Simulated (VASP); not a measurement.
Data:

```xyz
2
Lattice="0.0000 2.8929 2.8929 2.8929 0.0000 2.8929 2.8929 2.8929 0.0000" Properties=species:S:1:pos:R:3 pbc="T T T"
Pb     0.0000     0.0000     0.0000
S      2.8929     2.8929     2.8929
```

Level of theory: LDA (Ceperley-Alder, Perdew-Zunger), VASP's LDA PAW potentials (set 64) (plane waves; VASP). Numerical set-up: 520 eV cut-off, 8×8×8 Γ-centred mesh, Gaussian smearing of 0.050 eV, potentials Pb_d S.

Task: The job: PbS (rock salt), 2 atoms, LDA, static run, 520 eV, 8×8×8 Γ-centred mesh. Roughly how much core time does it take on a busy server core?

Result: About 8 core-seconds (one run on a shared machine, a rough figure). It had 29 irreducible k-points, 14 bands, up to 1323 plane waves and 13 electronic steps.

The compound is PbS in the rock salt structure. This cell is one point of a volume scan, at 0.97 of the reference volume.
